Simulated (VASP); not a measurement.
Here is a VASP 6.6.1 calculation.

INCAR

```
SYSTEM = Ca2ZrN2
ALGO = Fast ; EDIFF = 1E-4
EDIFFG = -0.08 ; ENCUT = 520
GGA = PE ; IBRION = 2
ISIF = 3 ; ISMEAR = 0
KPAR = 2 ; LASPH = .TRUE.
LCHARG = .FALSE. ; LREAL = .FALSE.
LWAVE = .FALSE. ; NELM = 60
NSW = 24 ; PREC = Normal
SIGMA = 0.15
```

The input KPOINTS:

```
k-points
0
G
  4 4 2
  0 0 0
```

POSCAR

```
Ca2ZrN2
1.0
    4.0083502600      0.0000000000      0.0000000000
   -2.0041751300      3.4713331500      0.0000000000
    0.0000000000      0.0000000000      6.9734484500
Ca Zr N
2 1 2
Direct
    0.6666666700      0.3333333300      0.2264030000
    0.6666666700      0.3333333300      0.7735970000
    0.0000000000      0.0000000000      0.5000000000
    0.0000000000      0.0000000000      0.0000000000
    0.3333333300      0.6666666700      0.5000000000
```

Potentials or basis: VASP PAW PBE potentials, release 64 (Ca_sv, Zr_sv, N).

Command:

```bash
$ cat potpaw_PBE.64/Ca_sv/POTCAR potpaw_PBE.64/Zr_sv/POTCAR potpaw_PBE.64/N/POTCAR > POTCAR
$ mpirun -np 2 vasp_std > vasp.out
```

What does it give for the band gap on the k mesh?

0.15 eV, indirect (least direct gap 0.29 eV).

Estimate the relaxed volume.

19.90 Å³/atom.

What does it give for the relaxed cell?

a = 3.571 Å, b = 3.571 Å, c = 9.007 Å, α = 90.00°, β = 90.00°, γ = 120.00°.

Forces in eV/Å, atoms in the order of the input:
```
Ca   0.000  0.000 -0.018
Ca   0.000  0.000  0.018
Zr   0.000  0.000  0.000
N    0.000  0.000  0.000
N    0.000  0.000  0.000
```

Caveat: the k mesh is coarse (spacing up to 0.45 Å⁻¹), so the values aren't converged; the relaxation stopped at a loose force limit of 0.08 eV/Å, so its end isn't a converged minimum. PBE gaps usually lie below the measured ones, often by a third to a half.
